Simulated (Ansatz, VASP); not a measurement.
# ZrOs: VASP beside Ansatz

The input INCAR:

```
PREC = Accurate
ENCUT = 600
EDIFF = 1E-7
ISMEAR = 0
SIGMA = 0.1
LREAL = False
LASPH = True
NELM = 100
ALGO = Normal
ISIF = 3
LWAVE = False
LCHARG = False
GGA = CA
IBRION = 2
NSW = 70
EDIFFG = -0.005
```

The input KPOINTS:

```
regular mesh
0
Gamma
  14 14 14
```

POSCAR

```
ZrOs
1.0
    3.2822303335      0.0000000000      0.0000000000
    0.0000000000      3.2822303335      0.0000000000
    0.0000000000      0.0000000000      3.2822303335
Zr Os
1 1
Direct
    0.5000000000      0.5000000000      0.5000000000
    0.0000000000      0.0000000000      0.0000000000
```

Input for Ansatz:

```yaml
crystal:
  lattice:
    - [3.2822303335, 0.0, 0.0]
    - [0.0, 3.2822303335, 0.0]
    - [0.0, 0.0, 3.2822303335]
  atoms:
    - { symbol: Zr, position: [0.5, 0.5, 0.5] }
    - { symbol: Os, position: [0.0, 0.0, 0.0] }
basis:
  ecutwfc: 420
kpoints:
  mp_grid: { grid: [14, 14, 14] }
hamiltonian:
  xc: lda
scf:
  occupations: { method: gaussian, width: 0.1 }
output:
  forces: true
  stress: true
  eigenvalues: true
  write_density: true
  write_potential: true
  elf: true
  volumetric_format: npy
relax:
  adjacent_minimum: "off"
  f_tol: 0.005
  max_steps: 50
  cell: { stress_tol: 0.05 }
```

Alike in both runs: task relaxation of cell and atoms; functional LDA; k mesh 14 × 14 × 14; occupations gaussian, width 0.1 eV; no spin polarisation.

|  | VASP | Ansatz |
| --- | --- | --- |
| version | VASP 6.6.1 | Ansatz 0.2.0 |
| potentials or method | VASP PAW LDA potentials, release 64 (Zr_sv, Os) | scalar-relativistic, plane waves, PAW |
| plane-wave cutoff (eV) | 600 | 420 |
| valence electrons in the cell | 20 | 28 |

VASP gave:

* gap on the k mesh at the Fermi level, each at its own relaxed structure (eV): none
* relaxed volume (Å³/atom): 16.83
* relaxed cell length with the largest relative difference (Å): 3.229
* energy change over the relaxation (meV/atom): -29

Task: Estimate Ansatz's values.

Result: gap on the k mesh at the Fermi level, each at its own relaxed structure (eV): none; relaxed volume (Å³/atom): 16.80; relaxed cell length with the largest relative difference (Å): 3.227; energy change over the relaxation (meV/atom): -31.

A gap of «none» marks a metal or a gap that the smearing closes. The two sets of potentials don't hold the same shells in valence.

Spin-orbit coupling is left out, which matters for the levels of Os. LDA usually gives volumes a few per cent too small. Zero-point motion and thermal expansion aren't in these numbers.
